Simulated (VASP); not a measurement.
Crystal: ScAl3N4.

```
CELL_PARAMETERS angstrom
0.00000 0.00000 -4.99679
3.23899 5.61009 0.00000
3.20887 -5.59270 0.00000
ATOMIC_POSITIONS crystal
Sc 0.01172 0.16117 0.32235
Sc 0.51172 0.33883 0.67765
Al 0.00246 0.16394 0.83498
Al 0.00570 0.66532 0.33065
Al 0.00246 0.67104 0.83498
Al 0.50246 0.33606 0.16502
Al 0.50570 0.83468 0.66935
Al 0.50246 0.82896 0.16502
N 0.58731 0.15877 0.31755
N 0.62476 0.15438 0.84519
N 0.62083 0.66755 0.33511
N 0.62476 0.69081 0.84519
N 0.08731 0.34123 0.68245
N 0.12476 0.34562 0.15481
N 0.12083 0.83245 0.66489
N 0.12476 0.80919 0.15481
```

The cell was built by a generator and needn't be a form met in nature.

Base run:

- Program: VASP 6.6.1
- Functional: TB-mBJ
- Potentials or basis: VASP PAW PBE potentials, release 64 (Sc_sv, Al, N)
- Cutoff: 520 eV
- k mesh: 6 × 6 × 6
- Occupations: gaussian, width 0.03 eV
- Spin: no spin polarisation

Its results: band gap on the k mesh 4.64 eV, indirect (least direct gap 4.68 eV).

The run is repeated on the same cell with these changes: functional from TB-mBJ to r2SCAN. What comes out?

Band gap on the k mesh 4.13 eV, indirect (least direct gap 4.19 eV).
